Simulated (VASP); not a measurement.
OSZICAR of a VASP run on Os (hcp):

OSZICAR:
```
       N       E                     dE             d eps       ncg     rms          rms(c)
DAV:   1     0.136110077258E+03    0.13611E+03   -0.91049E+03  3240   0.157E+03
DAV:   2    -0.356067711618E+01   -0.13967E+03   -0.12792E+03  3548   0.439E+02
DAV:   3    -0.125986856192E+02   -0.90380E+01   -0.82840E+01  3924   0.958E+01
DAV:   4    -0.128352171692E+02   -0.23653E+00   -0.23298E+00  3464   0.157E+01
DAV:   5    -0.128382446564E+02   -0.30275E-02   -0.30262E-02  3940   0.154E+00    0.168E+01
DAV:   6    -0.205845683779E+02   -0.77463E+01   -0.41458E+03  3248   0.390E+04    0.101E+01
DAV:   7    -0.161283537395E+05   -0.16108E+05   -0.15832E+05  5480   0.405E+02    0.576E+02
DAV:   8    -0.238953273722E+02    0.16104E+05   -0.20055E+03  3372   0.118E+02    0.201E+00
DAV:   9    -0.238552324004E+02    0.40095E-01   -0.13903E+00  3384   0.811E+00    0.952E-01
DAV:  10    -0.244726743615E+02   -0.61744E+00   -0.16137E+00  3472   0.521E+00    0.106E+00
DAV:  11    -0.244928566204E+02   -0.20182E-01   -0.10587E-01  3692   0.993E-01    0.113E+00
DAV:  12    -0.226198204585E+04   -0.22375E+04   -0.62216E+04  3324   0.305E+05    0.114E+02
DAV:  13    -0.241692357130E+02    0.22378E+04   -0.30274E+02  3300   0.679E+01    0.883E-01
DAV:  14    -0.244036896575E+02   -0.23445E+00   -0.46435E-01  3432   0.195E+00    0.231E-01
DAV:  15    -0.244851660191E+02   -0.81476E-01   -0.78278E-01  3560   0.154E+00    0.106E+00
DAV:  16    -0.244929662611E+02   -0.78002E-02   -0.49808E-02  3376   0.246E-01    0.113E+00
DAV:  17    -0.244931988130E+02   -0.23255E-03   -0.11490E-03  3468   0.493E-02    0.112E+00
DAV:  18    -0.244931779296E+02    0.20883E-04   -0.42082E-05  3516   0.371E-02    0.113E+00
DAV:  19    -0.244932308848E+02   -0.52955E-04   -0.47122E-06  3328   0.207E-02    0.113E+00
DAV:  20    -0.244932303031E+02    0.58172E-06   -0.20138E-07  2076   0.552E-03    0.114E+00
DAV:  21    -0.244932325890E+02   -0.22859E-05   -0.23378E-07  2848   0.463E-03    0.114E+00
DAV:  22    -0.244932329315E+02   -0.34252E-06   -0.18273E-07  1724   0.495E-03    0.115E+00
DAV:  23    -0.244932332203E+02   -0.28873E-06   -0.12155E-06  3252   0.144E-02    0.115E+00
DAV:  24    -0.244932304946E+02    0.27257E-05   -0.58473E-07  3080   0.941E-03    0.116E+00
DAV:  25    -0.244932338940E+02   -0.33994E-05   -0.41892E-07  2780   0.776E-03    0.118E+00
DAV:  26    -0.244932335736E+02    0.32040E-06   -0.84833E-08  1624   0.358E-03    0.121E+00
DAV:  27    -0.244932341790E+02   -0.60535E-06   -0.47512E-08  1620   0.263E-03    0.123E+00
DAV:  28    -0.244932339667E+02    0.21226E-06   -0.20901E-08  1620   0.174E-03    0.125E+00
DAV:  29    -0.244932339558E+02    0.10865E-07   -0.95925E-09  1620   0.876E-04
   1 F= -.24493234E+02 E0= -.24493649E+02  d E =-.244932E+02
       N       E                     dE             d eps       ncg     rms          rms(c)
DAV:   1    -0.244938691858E+02   -0.63522E-03   -0.62320E-02  3284   0.220E+00    0.130E+00
DAV:   2    -0.244932104154E+02    0.65877E-03   -0.69401E-04  3976   0.358E-01    0.771E-01
DAV:   3    -0.244930088541E+02    0.20156E-03   -0.61580E-04  3312   0.205E-01    0.293E-02
DAV:   4    -0.244930410548E+02   -0.32201E-04   -0.94213E-05  3364   0.963E-02    0.132E-02
DAV:   5    -0.244930590714E+02   -0.18017E-04   -0.29237E-05  4056   0.751E-02    0.692E-03
DAV:   6    -0.244930761894E+02   -0.17118E-04   -0.49447E-06  3980   0.315E-02    0.104E-03
DAV:   7    -0.244930763131E+02   -0.12375E-06   -0.19630E-07  2224   0.530E-03    0.649E-04
DAV:   8    -0.244930766462E+02   -0.33308E-06   -0.62358E-08  1648   0.311E-03    0.328E-04
DAV:   9    -0.244930766461E+02    0.11232E-09   -0.42326E-09  1644   0.111E-03
   2 F= -.24493077E+02 E0= -.24493449E+02  d E =0.157310E-03
       N       E                     dE             d eps       ncg     rms          rms(c)
DAV:   1    -0.244936335345E+02   -0.55689E-03   -0.24012E-02  3300   0.137E+00    0.823E-02
DAV:   2    -0.244933810895E+02    0.25245E-03   -0.26385E-04  3964   0.221E-01    0.412E-02
DAV:   3    -0.244933192889E+02    0.61801E-04   -0.14341E-04  3312   0.999E-02    0.631E-03
DAV:   4    -0.244933278664E+02   -0.85775E-05   -0.13256E-05  3556   0.369E-02    0.508E-03
DAV:   5    -0.244933307570E+02   -0.28906E-05   -0.11538E-06  3568   0.162E-02    0.266E-03
DAV:   6    -0.244933304310E+02    0.32597E-06   -0.10427E-07  1716   0.437E-03    0.534E-04
DAV:   7    -0.244933308234E+02   -0.39238E-06   -0.36037E-08  1636   0.245E-03    0.122E-04
DAV:   8    -0.244933307498E+02    0.73563E-07   -0.37471E-09  1644   0.939E-04
   3 F= -.24493331E+02 E0= -.24493735E+02  d E =-.967940E-04
```

Question: Which electronic solver shows in the log?

Answer: It is blocked Davidson (ALGO = Normal, or the opening steps of other solvers). The INCAR had ALGO = Normal.

Question: Can the final energy be trusted as converged?

Answer: Self-consistency was reached. It stopped with EDIFF = 1E-7, NELM = 100, NSW = 30 and EDIFFG = -0.01 after 3 ionic steps (TPSS meta-GGA, plane waves, VASP's PBE PAW potentials (set 64)).

The compound is Os in the hcp structure. This cell is one point of a volume scan, at 1.03 of the reference volume. Symmetry was kept, so distortions that lower it aren't found.
